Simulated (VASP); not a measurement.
OSZICAR of a VASP run on GaN (zinc blende):

File OSZICAR:
```
       N       E                     dE             d eps       ncg     rms          rms(c)
DAV:   1     0.899545417845E+02    0.89955E+02   -0.99538E+03  1549   0.250E+03
DAV:   2    -0.633191160766E+01   -0.96286E+02   -0.91995E+02  1644   0.362E+02
DAV:   3    -0.140039408698E+02   -0.76720E+01   -0.76232E+01  1671   0.905E+01
DAV:   4    -0.141310957708E+02   -0.12715E+00   -0.12705E+00  1787   0.128E+01
DAV:   5    -0.141327696976E+02   -0.16739E-02   -0.16739E-02  1624   0.127E+00    0.768E+00
DAV:   6    -0.121474007127E+02    0.19854E+01   -0.59756E+00  2209   0.484E+01    0.267E+00
DAV:   7    -0.121585541450E+02   -0.11153E-01   -0.35307E-01  1461   0.811E+00    0.177E+00
DAV:   8    -0.121549049611E+02    0.36492E-02   -0.72055E-02  1649   0.442E+00    0.821E-01
DAV:   9    -0.121494716353E+02    0.54333E-02   -0.22334E-02  2188   0.374E+00    0.195E-01
DAV:  10    -0.121498235978E+02   -0.35196E-03   -0.19182E-03  1662   0.724E-01    0.830E-02
DAV:  11    -0.121497330547E+02    0.90543E-04   -0.37519E-04  2174   0.364E-01    0.128E-02
DAV:  12    -0.121497391986E+02   -0.61439E-05   -0.33655E-05  1581   0.787E-02    0.923E-03
DAV:  13    -0.121497389818E+02    0.21686E-06   -0.18109E-06  1689   0.129E-02    0.251E-03
DAV:  14    -0.121497389292E+02    0.52611E-07   -0.11279E-07  1144   0.329E-03
   1 F= -.12494499E+02 E0= -.12494499E+02  d E =0.000000E+00
```

**Question.** Which electronic solver shows in the log?

**Answer.** It is blocked Davidson (ALGO = Normal, or the opening steps of other solvers). The INCAR had ALGO = Normal.

**Question.** Can the final energy be trusted as converged?

**Answer.** The calculation finished and met its thresholds. It stopped with EDIFF = 1E-7, NELM = 100 (PBE GGA with D3 dispersion (zero damping), plane waves, VASP's PBE PAW potentials (set 64)).

The compound is GaN in the zinc blende structure, a metastable form; wurtzite is the usual one. It was relaxed first.
